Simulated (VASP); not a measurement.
VASP input:

### KPOINTS
```
Automatic mesh
0
Gamma
3 3 2
0 0 0
```

### POSCAR
```
Tl
1
    3.3345646200    -5.7756356169     0.0000000000
    3.3345646200     5.7756356169     0.0000000000
    0.0000000000     0.0000000000    10.6397668800
Tl
2
Direct
  0.3333330000   0.6666670000   0.2500000000
  0.6666670000   0.3333330000   0.7500000000
```

### INCAR
```
SYSTEM = Tl
PREC = Accurate
ENCUT = 400
EDIFF = 1E-6
NELM = 100
ALGO = Normal
LREAL = .FALSE.
LASPH = .TRUE.
ISMEAR = 1
SIGMA = 0.1
GGA = PE
LMAXMIX = 4
LWAVE = .FALSE.
LCHARG = .FALSE.
ISIF = 2
```

POTCAR, in this order: Tl_d (PBE.64 set). Program: vasp_std.

The resulting files:

File standard output:
```
 POSCAR found type information on POSCAR Tl
 POSCAR found :  1 types and       2 ions
 Reading from existing POTCAR
 Reading from existing POTCAR
 LDA part: xc-table for (Slater+PW92), standard interpolation
 POSCAR, INCAR and KPOINTS ok, starting setup
 WAVECAR not read
 entering main loop
       N       E                     dE             d eps       ncg     rms          rms(c)
DAV:   1     0.176275351164E+03    0.17628E+03   -0.81951E+03   221   0.879E+02
DAV:   2     0.619441034493E+01   -0.17008E+03   -0.16899E+03   277   0.208E+02
DAV:   3    -0.826458114057E+00   -0.70209E+01   -0.70010E+01   205   0.451E+01
DAV:   4    -0.873276326425E+00   -0.46818E-01   -0.46541E-01   295   0.442E+00
DAV:   5    -0.873496943263E+00   -0.22062E-03   -0.22055E-03   223   0.374E-01    0.309E-01
DAV:   6    -0.872921342497E+00    0.57560E-03   -0.71268E-03   229   0.414E-01    0.238E-01
DAV:   7    -0.880059449074E+00   -0.71381E-02   -0.19889E-02   204   0.550E-01    0.820E-02
DAV:   8    -0.883236441780E+00   -0.31770E-02   -0.29815E-03   256   0.246E-01    0.555E-02
DAV:   9    -0.884889254814E+00   -0.16528E-02   -0.35503E-03   206   0.143E-01    0.172E-02
DAV:  10    -0.884923094462E+00   -0.33840E-04   -0.43375E-05   192   0.242E-02    0.618E-03
DAV:  11    -0.884971920601E+00   -0.48826E-04   -0.91361E-05   207   0.262E-02    0.226E-03
DAV:  12    -0.884976547289E+00   -0.46267E-05   -0.12504E-05   176   0.107E-02    0.170E-03
DAV:  13    -0.884978279245E+00   -0.17320E-05   -0.49700E-06   158   0.591E-03    0.680E-04
DAV:  14    -0.884978439534E+00   -0.16029E-06   -0.10856E-07   156   0.135E-03
   1 F= -.88497844E+00 E0= -.87937829E+00  d E =-.168004E-01
```

### OUTCAR
```
------------------------ aborting loop because EDIFF is reached ----------------------------------------
  FORCE on cell =-STRESS in cart. coord.  units (eV):
  Direction    XX          YY          ZZ          XY          YZ          ZX
  --------------------------------------------------------------------------------------
  Total       -1.1229229     -1.1229230     -1.6045367      0.0000000      0.0000000     -0.0000000
  in kB       -4.3899492     -4.3899496     -6.2727676      0.0000000      0.0000000     -0.0000000
  external PRESSURE =      -5.0175554 kB  Pullay stress =       0.0000000 kB
  volume of cell :      409.83
      direct lattice vectors                 reciprocal lattice vectors
     3.334564620 -5.775635617  0.000000000     0.149944613 -0.086570558  0.000000000
     3.334564620  5.775635617  0.000000000     0.149944613  0.086570558  0.000000000
     0.000000000  0.000000000 10.639766880     0.000000000  0.000000000  0.093987022
 POSITION                                       TOTAL-FORCE (eV/Angst)
 -----------------------------------------------------------------------------------
      3.33456      1.92522      2.65994        -0.000000     -0.000000      0.000000
      3.33456     -1.92522      7.97983         0.000000      0.000000      0.000000
 -----------------------------------------------------------------------------------
    total drift:                                0.000000      0.000873      0.000002
  FREE ENERGIE OF THE ION-ELECTRON SYSTEM (eV)
  ---------------------------------------------------
  free  energy   TOTEN  =        -0.8849784395 eV

  energy  without entropy=       -0.8681780002  energy(sigma->0) =       -0.87937829
```
(Selected blocks of OUTCAR.)

Q: The run ends quietly. Is anything wrong with it?

A: The cause: the lattice was typed in bohr, and VASP reads ångström. The run ends without an error. Against the sound run, the energy per atom (σ→0) increases by 1.772 eV/atom; the pressure falls by 1.53 GPa; the volume grows by 570 %. To mend it, correct POSCAR, correct KPOINTS.
**POSCAR**
```
Tl
1
    1.7646000000    -3.0563770000     0.0000000000
    1.7646000000     3.0563770000     0.0000000000
    0.0000000000     0.0000000000     5.6304000000
Tl
2
Direct
  0.3333330000   0.6666670000   0.2500000000
  0.6666670000   0.3333330000   0.7500000000
```
File KPOINTS:
```
Automatic mesh
0
Gamma
9 9 5
0 0 0
```
The mended run (PBE GGA, plane waves, VASP's PBE PAW potentials (set 64)) converges, and its OSZICAR ends with
```
   1 F= -.44249690E+01 E0= -.44243630E+01  d E =-.181801E-02
```

The compound is Tl in the hcp structure. The cell was not relaxed at this level.
